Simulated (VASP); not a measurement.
Here is the system:

```
PbO
1.0
    4.03637     0.00000     0.00000
    0.00000     4.03637     0.00000
    0.00000     0.00000     5.42482
Pb O
2 2
Cartesian
  2.01819   0.00000   4.23935
  4.03637   2.01819   1.18547
  2.01819   2.01819   0.00000
  0.00000   0.00000   0.00000
```

These are PBE GGA, VASP's PBE PAW potentials (set 64) (plane waves; VASP) values and carry that method's errors. Settings: 600 eV cut-off, 6×6×4 Γ-centred mesh, Gaussian smearing of 0.050 eV, potentials Pb_d O.

Without a dispersion term in the relaxation, distances and binding between the weakly bound layers, chains or molecules are unreliable, and so is what depends on them.

Give the force on each atom (eV/Å).

```tsv
atom	Fx	Fy	Fz
Pb1	0.000	0.000	-0.185
Pb2	0.000	0.000	0.185
O3	0.000	0.000	0.000
O4	0.000	0.000	0.000
```

Give the stress tensor in GPa (positive for a compressed cell).

```
1.17  0.00  0.00
0.00  1.17  0.00
0.00  0.00  0.99
```
The pressure is its mean diagonal, 1.11 GPa.

The compound is PbO in the litharge structure. This cell was strained or had an atom moved on purpose.
